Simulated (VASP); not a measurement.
A convergence study with VASP on Eu (bcc): a few settings are varied, all else stays as given below, so the limit is that of these other settings. The cell's lengths are 1 % over those of the tabulated start, so it is off equilibrium.

```
Eu
1.0
   -2.31290     2.31290     2.31290
    2.31290    -2.31290     2.31290
    2.31290     2.31290    -2.31290
Eu
1
Direct
  0.00000   0.00000   0.00000
```

Computed with PBE GGA, VASP's PBE PAW potentials (set 64) (plane waves; VASP). The last row used: ADDGRID = .TRUE., 500 eV cut-off, 13×13×13 Γ-centred mesh, first-order Methfessel-Paxton smearing of 0.10 eV, potentials Eu_2.

The 4f electrons are frozen in the core of the lanthanide potential, so 4f levels, which can set the real gap, and their magnetism are missing.

```csv
setting,E (eV/atom),pressure (GPa),plane waves
"ADDGRID = unset, ENCUT = 200, PREC = Low",-1.8367,-1.28,330
"ADDGRID = unset, ENCUT = 200, PREC = Normal",-1.8367,-1.23,330
"ADDGRID = .TRUE., ENCUT = 200, PREC = Normal",-1.8366,-1.23,330
"ADDGRID = .TRUE., ENCUT = 200, PREC = Accurate",-1.8366,-1.23,330
"ADDGRID = unset, ENCUT = 300, PREC = Low",-1.8374,-1.24,603
"ADDGRID = unset, ENCUT = 300, PREC = Normal",-1.8377,-1.23,603
"ADDGRID = .TRUE., ENCUT = 300, PREC = Normal",-1.8377,-1.23,603
"ADDGRID = .TRUE., ENCUT = 300, PREC = Accurate",-1.8377,-1.23,603
"ADDGRID = unset, ENCUT = 400, PREC = Low",-1.8377,-1.23,935
"ADDGRID = unset, ENCUT = 400, PREC = Normal",-1.8379,-1.23,935
"ADDGRID = .TRUE., ENCUT = 400, PREC = Normal",-1.8379,-1.23,935
"ADDGRID = .TRUE., ENCUT = 400, PREC = Accurate",-1.8379,-1.23,935
"ADDGRID = unset, ENCUT = 500, PREC = Low",-1.8380,-1.22,1270
"ADDGRID = unset, ENCUT = 500, PREC = Normal",-1.8379,-1.23,1270
"ADDGRID = .TRUE., ENCUT = 500, PREC = Normal",-1.8379,-1.23,1270
"ADDGRID = .TRUE., ENCUT = 500, PREC = Accurate",-1.8379,-1.23,1270
```

Left out are rungs that failed or repeat a setting and relaxations that didn't move; long series are thinned to 24 rows.

The compound is Eu in the bcc structure. The cell was not relaxed at this level.
